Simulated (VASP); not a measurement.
Data:

```
PtS2
1.0
    1.78627    -3.09391     0.00000
    1.78627     3.09391     0.00000
    0.00000     0.00000     6.05655
Pt S
1 2
Direct
  0.00000   0.00000   0.00000
  0.33333   0.66667   0.20263
  0.66667   0.33333   0.79737
```

Computed with PBE0 hybrid, VASP's PBE PAW potentials (set 64) (plane waves; VASP). Numerical set-up: 520 eV cut-off, 6×6×4 Γ-centred mesh, Gaussian smearing of 0.050 eV, potentials Pt S.

Without a dispersion term in the relaxation, distances and binding between the weakly bound layers, chains or molecules are unreliable, and so is what depends on them.

**Question.** Which forces act on the atoms, in eV/Å?

**Answer.** 
| atom | Fx | Fy | Fz |
|---|---|---|---|
| Pt1 | 0.000 | 0.000 | 0.000 |
| S2 | 0.000 | 0.000 | -0.419 |
| S3 | 0.000 | 0.000 | 0.419 |

**Question.** Give the stress tensor in GPa (positive for a compressed cell).

**Answer.** 
```
-4.70   0.00   0.00
 0.00  -4.70   0.00
 0.00   0.00  -2.32
```
The pressure is its mean diagonal, -3.90 GPa.

The compound is PtS2 in the 1T layered structure. It was relaxed first, which changed the volume by +22 %. The cell's shape comes from a PBE relaxation.
